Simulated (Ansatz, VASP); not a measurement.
Two plane-wave programs on BeRh4W

```
Be Rh W
1.0
     0.00000    3.54114    3.54114
     3.54114    0.00000    3.54114
     3.54114    3.54114    0.00000
Be Rh W
1 4 1
Direct
  0.00000 0.00000 0.00000
  0.62549 0.12354 0.62549
  0.62549 0.62549 0.12354
  0.62549 0.62549 0.62549
  0.12354 0.62549 0.62549
  0.25000 0.25000 0.25000
```

Alike in both runs: functional PBE; k mesh 4 × 4 × 4; occupations gaussian, width 0.1 eV; no spin polarisation.

Ansatz relaxed the structure, and its values are those at the end. VASP's run is a single point on that final structure, the one shown.

```csv
,VASP,Ansatz
version,VASP 6.6.1,Ansatz 0.2.0
potentials or method,"VASP PAW PBE potentials, release 64 (Be, Rh_pv, W_sv)","scalar-relativistic, plane waves, PAW"
plane-wave cutoff (eV),520,420
valence electrons in the cell,76,84
```

|  | VASP | Ansatz | Ansatz less VASP |
| --- | --- | --- | --- |
| gap on the k mesh at the Fermi level (eV) | none | none | - |
| pressure (GPa) | 0.1 | 0.0 | -0.08 |

A gap of «none» marks a metal or a gap that the smearing closes. The two sets of potentials don't hold the same shells in valence.

Caveats: the k mesh is coarse (spacing up to 0.38 Å⁻¹), so the values aren't converged. The runs have no spin-orbit coupling, so splittings on W are missing.
